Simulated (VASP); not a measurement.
GaSb:

```
Ga Sb
1.0
     0.00000    3.10692    3.10692
     3.10692    0.00000    3.10692
     3.10692    3.10692    0.00000
Ga Sb
1 1
Direct
  0.00000 0.00000 0.00000
  0.25000 0.25000 0.25000
```

* Program: VASP 6.6.1
* Task: relaxation of cell and atoms
* Functional: LDA
* Potentials or basis: VASP PAW LDA potentials, release 64 (Ga_d, Sb)
* Cutoff: 600 eV
* k mesh: 12 × 12 × 12
* Occupations: gaussian, width 0.1 eV
* Spin: no spin polarisation

At the start: pressure -3.6 GPa; volume 29.99 Å³/atom.

Problem. Where does the relaxation end?

Solution. Over 8 steps the energy falls by 26.8 meV/atom and the volume is 27.78 Å³/atom (-7.4 %); space group F-43m (No. 216, to 0.05 Å).

Step by step:
```
step  energy change (eV)  largest force (eV/Å)  pressure (GPa)  volume (Å³)
   1              0.0000                0.0000           -3.58        59.98
   2             -0.0492                0.0000            1.35        54.35
   3             -0.0537                0.0000           -0.09        55.54
   4             -0.0537                0.0000            0.16        55.45
   5             -0.0536                0.0000           -0.15        55.67
   6             -0.0537                0.0000            0.16        55.52
   7             -0.0537                0.0000           -0.17        55.60
   8             -0.0537                0.0000            0.00        55.56
```

Final structure:
```
Ga Sb
1.0
     0.00000    3.02861    3.02861
     3.02861    0.00000    3.02861
     3.02861    3.02861    0.00000
Ga Sb
1 1
Direct
  0.00000 0.00000 0.00000
  0.25000 0.25000 0.25000
```
